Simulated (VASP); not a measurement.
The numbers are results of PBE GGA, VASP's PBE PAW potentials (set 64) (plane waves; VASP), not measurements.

VASP input:

POSCAR:
```
CdF2
1
    0.0000000000     2.6950000000     2.6950000000
    2.6950000000     0.0000000000     2.6950000000
    2.6950000000     2.6950000000     0.0000000000
Cd F
1 2
Direct
  0.0000000000   0.0000000000   0.0000000000
  0.2500000000   0.2500000000   0.2500000000
  0.7500000000   0.7500000000   0.7500000000
```

**KPOINTS**
```
kpoints
0
gamma
6 6 6
0 0 0
```

INCAR:
```
# general
SYSTEM   =  CdF2
PREC     =  Accurate
ENCUT    =  400   # plane-wave cut-off (eV)
LREAL    =  .FALSE.   # projection in real space or not
LASPH    =  .TRUE.   # aspherical one-centre terms

# electronic loop
EDIFF    =  1E-6
NELM     =  100   # most electronic steps
ALGO     =  Normal   # blocked Davidson
LMAXMIX  =  4   # l cut-off of mixed one-centre charges

# smearing
ISMEAR   =  -1   # Fermi-Dirac
SIGMA    =  0.05   # width (eV)

# functional
GGA      =  PE

# ions
ISIF     =  2   # forces and stress, cell fixed

# output
LWAVE    =  .FALSE.
LCHARG   =  .FALSE.
```

POTCAR, in this order: Cd F (PBE.64 set). Program: vasp_std.

The resulting files:

**OUTCAR**
```
 ion  position               nearest neighbor table
   1  0.000  0.000  0.000-   3 2.33   3 2.33   3 2.33   2 2.33   2 2.33   2 2.33   3 2.33   2 2.33
  LATTYP: Found a face centered cubic cell.
 ALAT       =     5.3900000000
 Subroutine PRICEL returns:
 Original cell was already a primitive cell.
 Subroutine GETGRP returns: Found 48 space group operations
The static configuration has the point symmetry O_h .
The dynamic configuration has the point symmetry O_h .
 Subroutine INISYM returns: Found 48 space group operations
 Subroutine IBZKPT returns following result:
 Found     16 irreducible k-points:

 Following reciprocal coordinates:
            Coordinates               Weight
  0.000000  0.000000  0.000000      1.000000
  0.166667  0.000000  0.000000      8.000000
  0.333333  0.000000  0.000000      8.000000
  0.500000  0.000000  0.000000      4.000000
  0.166667  0.166667  0.000000      6.000000
  0.333333  0.166667  0.000000     24.000000
  0.500000  0.166667  0.000000     24.000000
 -0.333333  0.166667  0.000000     24.000000
 -0.166667  0.166667  0.000000     12.000000
  0.333333  0.333333  0.000000      6.000000
  0.500000  0.333333  0.000000     24.000000
 -0.333333  0.333333  0.000000     12.000000
  0.500000  0.500000  0.000000      3.000000
  0.500000  0.333333  0.166667     24.000000
 -0.333333  0.333333  0.166667     24.000000
 -0.333333  0.500000  0.166667     12.000000
   k-points           NKPTS =     16   k-points in BZ     NKDIM =     16   number of bands    NBANDS=     17
   number of dos      NEDOS =    301   number of ions     NIONS =      3
   total plane-waves  NPLWV =  21952
   dimension x,y,z NGX =    28 NGY =   28 NGZ =   28
   dimension x,y,z NGXF=    56 NGYF=   56 NGZF=   56
   ions per type =               1   2
   PREC   = accura    normal or accurate (medium, high low for compatibility)
   ISTART =      0    job   : 0-new  1-cont  2-samecut
   ICHARG =      2    charge: 1-file 2-atom 10-const
...
```

**OSZICAR**
```
       N       E                     dE             d eps       ncg     rms          rms(c)
DAV:   1     0.169008426022E+03    0.16901E+03   -0.13728E+04   560   0.126E+03
DAV:   2    -0.596034758423E+01   -0.17497E+03   -0.17210E+03   607   0.345E+02
DAV:   3    -0.125029487972E+02   -0.65426E+01   -0.65303E+01   578   0.763E+01
DAV:   4    -0.125284211892E+02   -0.25472E-01   -0.25470E-01   601   0.482E+00
DAV:   5    -0.125285009265E+02   -0.79737E-04   -0.79732E-04   586   0.241E-01    0.103E+01
DAV:   6    -0.108848560281E+02    0.16436E+01   -0.46562E+00   697   0.414E+01    0.765E+00
DAV:   7    -0.109116677607E+02   -0.26812E-01   -0.77557E-01   545   0.891E+00    0.444E+00
DAV:   8    -0.109006634833E+02    0.11004E-01   -0.14194E-01   573   0.387E+00    0.641E-01
DAV:   9    -0.108925533430E+02    0.81101E-02   -0.37565E-02   683   0.249E+00    0.885E-02
DAV:  10    -0.108931459095E+02   -0.59257E-03   -0.26853E-03   547   0.632E-01    0.107E-01
DAV:  11    -0.108932273730E+02   -0.81464E-04   -0.11097E-04   610   0.131E-01    0.343E-02
DAV:  12    -0.108932478014E+02   -0.20428E-04   -0.38083E-05   555   0.607E-02    0.147E-02
DAV:  13    -0.108932491406E+02   -0.13392E-05   -0.61768E-06   605   0.221E-02    0.420E-03
DAV:  14    -0.108932489155E+02    0.22511E-06   -0.76695E-07   410   0.129E-02
   1 F= -.10893249E+02 E0= -.10893249E+02  d E =-.921108E-10
```

### OUTCAR
```
------------------------ aborting loop because EDIFF is reached ----------------------------------------
  FORCE on cell =-STRESS in cart. coord.  units (eV):
  Direction    XX          YY          ZZ          XY          YZ          ZX
  --------------------------------------------------------------------------------------
  Total       -0.8821674     -0.8821674     -0.8821674      0.0000000      0.0000000     -0.0000000
  in kB      -36.1039972    -36.1039972    -36.1039972      0.0000000      0.0000000     -0.0000000
  external PRESSURE =     -36.1039972 kB  Pullay stress =       0.0000000 kB
  volume of cell :       39.15
      direct lattice vectors                 reciprocal lattice vectors
     0.000000000  2.695000000  2.695000000    -0.185528757  0.185528757  0.185528757
     2.695000000  0.000000000  2.695000000     0.185528757 -0.185528757  0.185528757
     2.695000000  2.695000000  0.000000000     0.185528757  0.185528757 -0.185528757
 POSITION                                       TOTAL-FORCE (eV/Angst)
 -----------------------------------------------------------------------------------
      0.00000      0.00000      0.00000        -0.000000     -0.000000      0.000000
      1.34750      1.34750      1.34750        -0.000000     -0.000000     -0.000000
      4.04250      4.04250      4.04250         0.000000      0.000000      0.000000
 -----------------------------------------------------------------------------------
    total drift:                                0.000000      0.000000      0.000000
  FREE ENERGIE OF THE ION-ELECTRON SYSTEM (eV)
  ---------------------------------------------------
  free  energy   TOTEN  =       -10.8932489155 eV

  energy  without entropy=      -10.8932489154  energy(sigma->0) =      -10.89324892
```
(Selected blocks of OUTCAR.)

At this cut-off the stress carries a Pulay error, which pulls relaxed volumes low.

The structure is a typed CdF2 crystal (Fm-3m). The cell was not relaxed at this level. The run is one of a series of settings (KPOINTS 6×6×6 Γ-centred mesh against the base run), some of them coarse on purpose.
